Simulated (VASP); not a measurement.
Here is the system:

```xyz
3
Lattice="4.4882 0.0000 0.0000 -2.2441 3.8869 0.0000 0.0000 0.0000 4.9604" Properties=species:S:1:pos:R:3 pbc="T T T"
Se     0.9779     0.0000     1.6535
Se    -0.4890     0.8469     3.3069
Se     1.7551     3.0399     0.0000
```

Calculation: PBE GGA, VASP's PBE PAW potentials (set 64) (plane waves; VASP). Run with 300 eV cut-off, 5×5×4 Γ-centred mesh, Fermi-Dirac smearing of 0.020 eV, potentials Se.

Give the energies of bands 4 to 12 at the high-symmetry points, in eV from the valence-band maximum.

| band | Γ | M | K | A | L | H |
|---|---|---|---|---|---|---|
| 4 | -3.87 | -4.96 | -4.83 | -4.89 | -5.70 | -5.60 |
| 5 | -3.87 | -4.57 | -4.83 | -3.39 | -4.34 | -4.69 |
| 6 | -3.62 | -3.25 | -2.68 | -3.39 | -4.14 | -4.69 |
| 7 | -2.02 | -2.71 | -2.68 | -1.46 | -1.69 | -0.93 |
| 8 | -2.02 | -1.82 | -2.58 | -1.46 | -1.20 | -0.26 |
| 9 | -0.37 | -0.94 | -1.38 | -1.02 | 0.00 | -0.26 |
| 10 | 2.01 | 2.06 | 3.00 | 1.37 | 1.63 | 1.10 |
| 11 | 2.01 | 2.50 | 3.00 | 1.37 | 2.67 | 2.82 |
| 12 | 2.31 | 4.00 | 3.71 | 1.37 | 3.05 | 2.82 |

The gap is indirect, 1.10 eV, from the valence maximum at L to the conduction minimum at H.

The structure comes from a computed database's Se entry; how it stands against other phases isn't given here. The cell was not relaxed at this level.
